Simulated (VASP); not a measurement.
An input for Quantum ESPRESSO's pw.x (written as the equivalent of a VASP run, and not itself run):

```
&CONTROL
  calculation = 'vc-relax'
  pseudo_dir = './pseudo'
  outdir = './out'
  tprnfor = .true.
  tstress = .true.
  nstep = 60
  forc_conv_thr = 0.00039
/
&SYSTEM
  ibrav = 0
  nat = 2
  ntyp = 2
  ecutwfc = 82.3
  occupations = 'smearing'
  smearing = 'gaussian'
  degauss = 0.003675
  input_dft = 'vdw-df2'
/
&ELECTRONS
  conv_thr = 7.3e-08
  electron_maxstep = 100
/
&IONS
/
&CELL
/
ATOMIC_SPECIES
  Hg 200.592 Hg.upf
  Te 127.600 Te.upf
CELL_PARAMETERS angstrom
     0.0000000    3.2300000    3.2300000
     3.2300000    0.0000000    3.2300000
     3.2300000    3.2300000    0.0000000
ATOMIC_POSITIONS crystal
  Hg   0.0000000  0.0000000  0.0000000
  Te   0.2500000  0.2500000  0.2500000
K_POINTS automatic
  7 7 7 0 0 0
```

Question: Translate this input to VASP (INCAR, KPOINTS, POSCAR, choice of POTCAR).

Answer: One answer among several that fit: 
KPOINTS:
```
Automatic mesh
0
gamma
 7 7 7
0 0 0
```

INCAR:
```
SYSTEM=HgTe
PREC=Accurate; ENCUT=520; LREAL=.False.
LASPH=.True.
EDIFF=1E-6; NELM=100; ALGO=Normal
LMAXMIX=6
ISMEAR=0; SIGMA=0.05
GGA=ML; LUSE_VDW=.True.; AGGAC=0.0
ZAB_VDW=-1.8867
IBRION=2; NSW=60; ISIF=3
EDIFFG=-0.01
LWAVE=.False.; LCHARG=.False.
```

### POSCAR
```
HgTe
1
    0.0000000000     3.2300000000     3.2300000000
    3.2300000000     0.0000000000     3.2300000000
    3.2300000000     3.2300000000     0.0000000000
Hg Te
1 1
Direct
  0.0000000000   0.0000000000   0.0000000000
  0.2500000000   0.2500000000   0.2500000000
```

POTCAR, in this order: Hg Te (PBE.64 set). Program: vasp_std.

What does not carry over: the potentials are each code's own (VASP's PAW set, PseudoDojo norm-conserving files in pw.x), so ENCUT and ecutwfc are chosen apart and not converted; conv_thr bounds pw.x's estimated SCF error, while EDIFF bounds the energy change between steps; forc_conv_thr acts on force components and is met together with etot_conv_thr.

The compound is HgTe in the zinc blende structure. This run relaxes it. Symmetry was kept, so distortions that lower it aren't found.
